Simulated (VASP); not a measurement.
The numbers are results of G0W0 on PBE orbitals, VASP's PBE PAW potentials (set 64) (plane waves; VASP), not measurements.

VASP input:

### INCAR
```
# general
SYSTEM       =  GaAs
PREC         =  Normal
ENCUT        =  500   # plane-wave cut-off (eV)
LREAL        =  .FALSE.   # projection in real space or not
LASPH        =  .TRUE.
NBANDS       =  64

# electronic loop
ALGO         =  EVGW0

# smearing
ISMEAR       =  0   # Gaussian
SIGMA        =  0.01   # width (eV)

# functional
GGA          =  PE   # PBE

# output
LWAVE        =  .FALSE.
LCHARG       =  .FALSE.

# other
NELMGW       =  1
NOMEGA       =  64
ENCUTGW      =  150
NBANDSGW     =  17
LSPECTRALGW  =  .TRUE.
```

POSCAR:
```
GaAs
1
    0.0000000000     2.8250000000     2.8250000000
    2.8250000000     0.0000000000     2.8250000000
    2.8250000000     2.8250000000     0.0000000000
Ga As
1 1
Direct
  0.0000000000   0.0000000000   0.0000000000
  0.2500000000   0.2500000000   0.2500000000
```

**KPOINTS**
```
Automatic mesh
0
Gamma
4 4 4
0 0 0
```

POTCAR, in this order: Ga_d_GW As_GW (PBE.64 set). Program: vasp_std. Read from the step before: WAVECAR, WAVEDER.

What VASP printed:

File OSZICAR:
```
energies w=
    0.000    0.000    0.231    0.000    0.461    0.000    0.690    0.000
    0.918    0.000    1.143    0.000    1.366    0.000    1.587    0.000
    1.805    0.000    2.020    0.000    2.231    0.000    2.440    0.000
    2.646    0.000    2.849    0.000    3.049    0.000    3.248    0.000
    3.444    0.000    3.638    0.000    3.831    0.000    4.023    0.000
    4.215    0.000    4.406    0.000    4.598    0.000    4.791    0.000
    4.984    0.000    5.180    0.000    5.378    0.000    5.579    0.000
    5.783    0.000    5.992    0.000    6.207    0.000    6.427    0.000
    6.653    0.000    6.888    0.000    7.133    0.000    7.387    0.000
    7.654    0.000    7.935    0.000    8.231    0.000    8.544    0.000
    8.879    0.000    9.238    0.000    9.624    0.000   10.042    0.000
   10.497    0.000   10.996    0.000   11.546    0.000   12.157    0.000
   12.841    0.000   13.615    0.000   14.497    0.000   15.514    0.000
   16.700    0.000   18.104    0.000   19.791    0.000   21.857    0.000
   24.445    0.000   27.780    0.000   32.236    0.000   38.484    0.000
   47.860    0.000   63.457    0.000   94.453    0.000  185.498    0.000
NQ=   1    0.0000    0.0000    0.0000,
 performed         80000 updates of chi_q(r,r)
NQ=   2    0.2500    0.0000    0.0000,
 performed        221000 updates of chi_q(r,r)
NQ=   3    0.5000    0.0000    0.0000,
 performed        345000 updates of chi_q(r,r)
NQ=   4    0.2500    0.2500    0.0000,
 performed        486000 updates of chi_q(r,r)
NQ=   5    0.5000    0.2500    0.0000,
 performed        675000 updates of chi_q(r,r)
NQ=   6   -0.2500    0.2500    0.0000,
 performed        847000 updates of chi_q(r,r)
NQ=   7    0.5000    0.5000    0.0000,
 performed        958000 updates of chi_q(r,r)
NQ=   8   -0.2500    0.5000    0.2500,
 performed       1095000 updates of chi_q(r,r)
 resolving degeneracies of screened two electron integrals
```

File OUTCAR:
```


 k-point   1 :       0.0000    0.0000    0.0000
  band No.  KS-energies  QP-energies   sigma(KS)   V_xc(KS)     V^pw_x(r,r')   Z            occupation Imag(sigma)

      1     -10.9479     -13.5100     -25.5318     -21.7106     -35.0665       0.6705       2.0000       0.2094
      2     -10.9479     -13.5100     -25.5318     -21.7106     -35.0665       0.6705       2.0000       0.2094
      3     -10.9479     -13.5100     -25.5318     -21.7106     -35.0665       0.6705       2.0000       0.2094
      4     -10.8698     -13.4632     -25.6680     -21.8117     -35.1699       0.6725       2.0000       0.1795
      5     -10.8698     -13.4632     -25.6680     -21.8117     -35.1699       0.6725       2.0000       0.1795
      6      -8.8286      -9.0294     -11.4605     -11.1371     -18.1081       0.6205       2.0000       0.9106
      7       3.9142       3.6662     -12.1866     -11.8603     -13.6960       0.7599       2.0000       0.0518
      8       3.9142       3.6662     -12.1866     -11.8603     -13.6960       0.7599       2.0000       0.0518
      9       3.9142       3.6662     -12.1866     -11.8603     -13.6960       0.7599       2.0000       0.0518
     10       4.4289       5.0928     -10.6212     -11.4868      -7.0792       0.7669       0.0000      -0.0589
     11       7.6105       7.8290      -9.7169     -10.0055      -5.5696       0.7573       0.0000      -0.0875
     12       7.6105       7.8290      -9.7169     -10.0055      -5.5696       0.7573       0.0000      -0.0875
     13       7.6105       7.8290      -9.7169     -10.0055      -5.5696       0.7573       0.0000      -0.0875
     14      11.5033      11.5194      -7.8329      -7.8538      -2.6241       0.7763       0.0000      -0.2569
     15      13.9933      14.0794      -9.7091      -9.8251      -4.5095       0.7423       0.0000      -0.2891
     16      13.9933      14.0794      -9.7091      -9.8251      -4.5095       0.7423       0.0000      -0.2891
     17      15.4353      15.3438      -7.8363      -7.7133      -2.2246       0.7437       0.0000      -0.4038

 k-point   2 :       0.2500    0.0000    0.0000
  band No.  KS-energies  QP-energies   sigma(KS)   V_xc(KS)     V^pw_x(r,r')   Z            occupation Imag(sigma)

      1     -10.9898     -13.4927     -25.2231     -21.4856     -34.7256       0.6697       2.0000       0.2244
      2     -10.9368     -13.5035     -25.5586     -21.7327     -35.0951       0.6709       2.0000       0.2080
      3     -10.9368     -13.5035     -25.5586     -21.7327     -35.0951       0.6709       2.0000       0.2080
      4     -10.8694     -13.4634     -25.6672     -21.8125     -35.1725       0.6729       2.0000       0.1795
      5     -10.8694     -13.4634     -25.6672     -21.8125     -35.1725       0.6729       2.0000       0.1795
      6      -8.1337      -8.3788     -11.8835     -11.5103     -18.3271       0.6569       2.0000       0.8811
      7      -0.2423      -0.4953     -11.4702     -11.1211     -14.0912       0.7248       2.0000       0.1378
      8       3.2287       2.9507     -11.8955     -11.5278     -13.5247       0.7561       2.0000       0.0569
      9       3.2287       2.9507     -11.8955     -11.5278     -13.5247       0.7561       2.0000       0.0569
     10       5.3480       5.7559      -9.9995     -10.5320      -6.3117       0.7660       0.0000      -0.0647
     11       8.4807       8.7041      -9.8016     -10.0982      -5.4432       0.7530       0.0000      -0.1077
     12       8.4807       8.7041      -9.8016     -10.0982      -5.4432       0.7530       0.0000      -0.1077
     13       9.8684      10.1660     -10.0166     -10.4166      -5.3621       0.7438       0.0000      -0.1562
     14      12.8653      12.7523      -7.6518      -7.5012      -2.3099       0.7502       0.0000      -0.2877
     15      12.9061      12.9045      -9.0770      -9.0748      -3.9872       0.7500       0.0000      -0.2633
     16      12.9061      12.9045      -9.0770      -9.0748      -3.9872       0.7500       0.0000      -0.2633
     17      15.8330      15.9108      -8.6020      -8.7053      -2.8405       0.7530       0.0000      -0.4952

 k-point   3 :       0.5000    0.0000    0.0000
  band No.  KS-energies  QP-energies   sigma(KS)   V_xc(KS)     V^pw_x(r,r')   Z            occupation Imag(sigma)

      1     -11.0261     -13.4873     -25.0295     -21.3437     -34.5130       0.6678       2.0000       0.2339
      2     -10.9287     -13.4992     -25.5740     -21.7439     -35.1075       0.6711       2.0000       0.2061
      3     -10.9287     -13.4992     -25.5740     -21.7439     -35.1075       0.6711       2.0000       0.2061
      4     -10.8658     -13.4612     -25.6791     -21.8248     -35.1918       0.6734       2.0000       0.1810
      5     -10.8658     -13.4612     -25.6791     -21.8248     -35.1918       0.6734       2.0000       0.1810
      6      -7.0531      -7.3080     -12.5135     -12.1324     -18.6054       0.6689       2.0000       0.7679
      7      -2.7570      -3.0859     -10.8858     -10.4129     -14.7038       0.6955       2.0000       0.3170
      8       2.7622       2.4595     -11.8001     -11.3968     -13.6023       0.7506       2.0000       0.0625
      9       2.7622       2.4595     -11.8001     -11.3968     -13.6023       0.7506       2.0000       0.0625
     10       4.8970       5.2659      -9.9117     -10.3916      -6.3208       0.7687       0.0000      -0.0616
     11       8.5180       8.6687      -9.4527      -9.6519      -5.0787       0.7562       0.0000      -0.1078
     12       8.5180       8.6687      -9.4527      -9.6519      -5.0787       0.7562       0.0000      -0.1078
     13      11.6553      11.4928      -7.8075      -7.5918      -2.5893       0.7531       0.0000      -0.2432
     14      14.3364      14.5451      -9.3907      -9.6751      -3.6859       0.7340       0.0000      -0.4225
     15      15.7624      15.9137      -9.4001      -9.6053      -3.5499       0.7372       0.0000      -0.5108
     16      15.7624      15.9137      -9.4001      -9.6053      -3.5499       0.7372       0.0000      -0.5108
     17      16.4019      16.7990      -9.8169     -10.3586      -3.7373       0.7332       0.0000      -0.6276

 k-point   4 :       0.2500    0.2500    0.0000
  band No.  KS-energies  QP-energies   sigma(KS)   V_xc(KS)     V^pw_x(r,r')   Z            occupation Imag(sigma)

      1     -11.0102     -13.4993     -25.1654     -21.4436     -34.6665       0.6688       2.0000       0.2271
      2     -10.9236     -13.4973     -25.5931     -21.7609     -35.1328       0.6716       2.0000       0.2065
      3     -10.9236     -13.4973     -25.5931     -21.7609     -35.1328       0.6716       2.0000       0.2065
      4     -10.8812     -13.4633     -25.6242     -21.7758     -35.1219       0.6710       2.0000       0.1810
      5     -10.8633     -13.4603     -25.6800     -21.8251     -35.1892       0.6737       2.0000       0.1794
      6      -7.8972      -8.1349     -11.9399     -11.5739     -18.3046       0.6495       2.0000       0.8629
      7      -0.1890      -0.3731     -11.8373     -11.5856     -14.4201       0.7314       2.0000       0.1341
      8       2.2081       1.8771     -11.4829     -11.0399     -13.3606       0.7472       2.0000       0.0698
      9       2.2081       1.8771     -11.4829     -11.0399     -13.3606       0.7472       2.0000       0.0698
     10       5.8673       5.9962      -9.2345      -9.4023      -5.4439       0.7682       0.0000      -0.0687
     11       7.1678       7.4428      -9.7339     -10.0961      -5.6768       0.7594       0.0000      -0.0852
     12      10.5016      10.7895     -10.3067     -10.7011      -5.4480       0.7300       0.0000      -0.1739
     13      10.5016      10.7895     -10.3067     -10.7011      -5.4480       0.7300       0.0000      -0.1739
     14      11.3447      11.4777      -9.2482      -9.4237      -4.4119       0.7582       0.0000      -0.2055
     15      14.9950      15.0937      -9.6401      -9.7713      -4.2146       0.7526       0.0000      -0.3872
     16      15.3281      15.4473      -8.6701      -8.8291      -2.8957       0.7497       0.0000      -0.4763
     17      17.5818      17.4549      -8.1228      -7.9543      -2.2309       0.7527       0.0000      -0.6059

 k-point   5 :       0.5000    0.2500    0.0000
  band No.  KS-energies  QP-energies   sigma(KS)   V_xc(KS)     V^pw_x(r,r')   Z            occupation Imag(sigma)

      1     -11.0375     -13.4976     -25.0242     -21.3440     -34.5149       0.6685       2.0000       0.2360
      2     -10.9178     -13.4960     -25.5983     -21.7635     -35.1334       0.6723       2.0000       0.2031
      3     -10.9125     -13.4957     -25.6196     -21.7829     -35.1609       0.6733       2.0000       0.2053
      4     -10.8805     -13.4665     -25.6317     -21.7828     -35.1347       0.6719       2.0000       0.1815
      5     -10.8626     -13.4623     -25.6818     -21.8278     -35.1946       0.6746       2.0000       0.1798
      6      -6.7618      -6.9989     -12.5052     -12.1534     -18.4945       0.6737       2.0000       0.7424
      7      -2.3873      -2.6676     -11.3624     -10.9648     -15.0222       0.7050       2.0000       0.2692
      8       0.6561       0.2812     -10.8860     -10.3750     -13.1190       0.7336       2.0000       0.1061
      9       1.8578       1.5104     -11.4380     -10.9702     -13.4652       0.7426       2.0000       0.0756
     10       6.0923       6.2286      -9.2839      -9.4615      -5.4529       0.7678       0.0000      -0.0708
     11       8.6048       8.9172      -9.8876     -10.3042      -5.4285       0.7499       0.0000      -0.1222
     12      10.1277      10.2436      -9.4351      -9.5897      -4.7538       0.7499       0.0000      -0.1559
     13      10.8433      11.0657      -9.8894     -10.1902      -4.9138       0.7394       0.0000      -0.1991
     14      14.2992      14.4446      -9.6493      -9.8489      -3.8970       0.7286       0.0000      -0.4288
     15      15.9044      16.0207      -9.5737      -9.7289      -3.7719       0.7495       0.0000      -0.5221
     16      16.4973      16.6905      -9.0929      -9.3536      -3.1539       0.7415       0.0000      -0.5880
     17      16.9530      17.0709      -9.1642      -9.3243      -3.2515       0.7367       0.0000      -0.5764

 k-point   6 :      -0.2500    0.2500    0.0000
  band No.  KS-energies  QP-energies   sigma(KS)   V_xc(KS)     V^pw_x(r,r')   Z            occupation Imag(sigma)

...
```
(Selected blocks of OUTCAR.)

The mesh is coarse and the basis finite, so the quasiparticle values are not converged.

The compound is GaAs in the zinc blende structure. The cell was not relaxed at this level. The k-mesh is coarse (spacing up to 0.48 per Å, 2π included), so the numbers may not be converged in it.
